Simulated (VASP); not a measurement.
All values below come from PBE GGA with D4 dispersion, VASP's PBE PAW potentials (set 64) (plane waves; VASP).

VASP ran on this input.

### KPOINTS
```
Automatic mesh
0
Gamma
12 12 7
0 0 0
```

INCAR:
```
ALGO = Normal
EDIFF = 1E-7
EDIFFG = -0.01
ENCUT = 520
GGA = PE
IBRION = 2
ISIF = 4
ISMEAR = 1
IVDW = 13
LASPH = T
LCHARG = F
LMAXMIX = 6
LREAL = F
LWAVE = F
NELM = 100
NSW = 30
PREC = Accurate
SIGMA = 0.1
SYSTEM = Ho
```

**POSCAR**
```
Ho
1.0
  1.7905626938  -3.1013456143   0.0000000000
  1.7905626938   3.1013456143   0.0000000000
  0.0000000000   0.0000000000   5.5128740841
Ho
2
Cart
  1.7905626938   1.0337839390   1.3782185210
  1.7905626938  -1.0337839390   4.1346555631
```

POTCAR, in this order: Ho_3 (PBE.64 set). Program: vasp_std.

Output of the run:

OSZICAR:
```
       N       E                     dE             d eps       ncg     rms          rms(c)
DAV:   1     0.897754979765E+02    0.89775E+02   -0.82194E+03  2173   0.129E+03
DAV:   2    -0.368666934822E+01   -0.93462E+02   -0.91877E+02  2790   0.566E+02
DAV:   3    -0.877346923675E+01   -0.50868E+01   -0.48163E+01  3240   0.975E+01
DAV:   4    -0.899689105697E+01   -0.22342E+00   -0.20495E+00  3431   0.131E+01
DAV:   5    -0.900237505303E+01   -0.54840E-02   -0.54468E-02  3315   0.225E+00    0.247E+01
DAV:   6    -0.900531080020E+01   -0.29357E-02   -0.25142E-02  3328   0.210E+00    0.147E+01
DAV:   7    -0.901481939606E+01   -0.95086E-02   -0.44837E-02  3199   0.293E+00    0.301E-01
DAV:   8    -0.901456363021E+01    0.25577E-03   -0.27028E-03  2879   0.578E-01    0.652E-02
DAV:   9    -0.901458072347E+01   -0.17093E-04   -0.21050E-04  3319   0.174E-01    0.327E-02
DAV:  10    -0.901457435437E+01    0.63691E-05   -0.27739E-05  3323   0.551E-02    0.428E-02
DAV:  11    -0.901457502924E+01   -0.67486E-06   -0.24398E-06  3156   0.157E-02    0.385E-03
DAV:  12    -0.901457524137E+01   -0.21213E-06   -0.18306E-07  1919   0.555E-03    0.149E-03
DAV:  13    -0.901457522687E+01    0.14503E-07   -0.41942E-08  1718   0.552E-03
   1 F= -.94162403E+01 E0= -.94151889E+01  d E =-.941624E+01
       N       E                     dE             d eps       ncg     rms          rms(c)
DAV:   1    -0.901770157679E+01   -0.31263E-02   -0.11159E-01  2921   0.303E+00    0.222E-01
DAV:   2    -0.901632986161E+01    0.13717E-02   -0.30932E-03  3160   0.695E-01    0.141E-01
DAV:   3    -0.901567450930E+01    0.65535E-03   -0.78184E-04  3496   0.269E-01    0.805E-02
DAV:   4    -0.901567283287E+01    0.16764E-05   -0.11597E-04  3070   0.892E-02    0.335E-02
DAV:   5    -0.901567298270E+01   -0.14983E-06   -0.57398E-06  3646   0.276E-02    0.434E-03
DAV:   6    -0.901567286743E+01    0.11527E-06   -0.21309E-07  2254   0.443E-03    0.907E-04
DAV:   7    -0.901567284094E+01    0.26487E-07   -0.27703E-08  1558   0.346E-03
   2 F= -.94173110E+01 E0= -.94163927E+01  d E =-.107073E-02
       N       E                     dE             d eps       ncg     rms          rms(c)
DAV:   1    -0.901898179383E+01   -0.33089E-02   -0.15952E-01  2901   0.362E+00    0.267E-01
DAV:   2    -0.901698141038E+01    0.20004E-02   -0.44356E-03  3140   0.832E-01    0.171E-01
DAV:   3    -0.901603656498E+01    0.94485E-03   -0.11295E-03  3488   0.320E-01    0.995E-02
DAV:   4    -0.901603324168E+01    0.33233E-05   -0.16323E-04  3096   0.106E-01    0.405E-02
DAV:   5    -0.901603338841E+01   -0.14672E-06   -0.81313E-06  3648   0.326E-02    0.501E-03
DAV:   6    -0.901603326084E+01    0.12757E-06   -0.32894E-07  2572   0.528E-03    0.100E-03
DAV:   7    -0.901603323012E+01    0.30716E-07   -0.30916E-08  1458   0.299E-03
   3 F= -.94176554E+01 E0= -.94169821E+01  d E =-.141510E-02
       N       E                     dE             d eps       ncg     rms          rms(c)
DAV:   1    -0.901613448107E+01   -0.10122E-03   -0.47591E-03  2933   0.626E-01    0.463E-02
DAV:   2    -0.901607333010E+01    0.61151E-04   -0.11925E-04  3132   0.130E-01    0.297E-02
DAV:   3    -0.901604519203E+01    0.28138E-04   -0.34221E-05  3496   0.562E-02    0.172E-02
DAV:   4    -0.901604514904E+01    0.42994E-07   -0.50358E-06  3051   0.186E-02    0.696E-03
DAV:   5    -0.901604517718E+01   -0.28144E-07   -0.18090E-07  1847   0.569E-03
   4 F= -.94176701E+01 E0= -.94169487E+01  d E =-.142978E-02
```

### OUTCAR
```
------------------------ aborting loop because EDIFF is reached ----------------------------------------
  Edisp (eV):   -0.40162
  FORCE on cell =-STRESS in cart. coord.  units (eV):
  Direction    XX          YY          ZZ          XY          YZ          ZX
  --------------------------------------------------------------------------------------
  Total       0.04572     0.04572     0.04558     0.00000    -0.00000    -0.00000
  in kB       1.19627     1.19627     1.19283     0.00000    -0.00000    -0.00000
  external pressure =        1.20 kB  Pullay stress =        0.00 kB
  volume of cell :       61.23
      direct lattice vectors                 reciprocal lattice vectors
     1.782022645 -3.086553816 -0.000000000     0.280580048 -0.161992964  0.000000000
     1.782022645  3.086553816  0.000000000     0.280580048  0.161992964  0.000000000
    -0.000000000 -0.000000000  5.565839768     0.000000000 -0.000000000  0.179667407
 POSITION                                       TOTAL-FORCE (eV/Angst)
 -----------------------------------------------------------------------------------
      1.78202      1.02885      1.39146        -0.000000      0.000000      0.000000
      1.78202     -1.02885      4.17438         0.000000     -0.000000      0.000000
 -----------------------------------------------------------------------------------
    total drift:                                0.000000      0.000089     -0.000011
  FREE ENERGIE OF THE ION-ELECTRON SYSTEM (eV)
  ---------------------------------------------------
  free  energy   TOTEN  =        -9.4176700699 eV

  energy  without entropy=       -9.4155060180  energy(sigma->0) =       -9.41694872

 reached required accuracy - stopping structural energy minimisation
```
(Selected blocks of OUTCAR.)

**CONTCAR**
```
Ho
   1.00000000000000
     1.7820226454161061   -3.0865538161754311   -0.0000000000000000
     1.7820226454161061    3.0865538161754311    0.0000000000000000
    -0.0000000000000000   -0.0000000000000000    5.5658397676239906
  Ho
     2
Direct
     0.3333330000000032    0.6666669999999968    0.2500000000000000
     0.6666669999999968    0.3333330000000032    0.7500000000000000
```

The 4f electrons are frozen in the core of the lanthanide potential, so 4f levels, which can set the real gap, and their magnetism are missing.

The compound is Ho in the hcp structure. This run relaxes it. Symmetry was kept, so distortions that lower it aren't found.
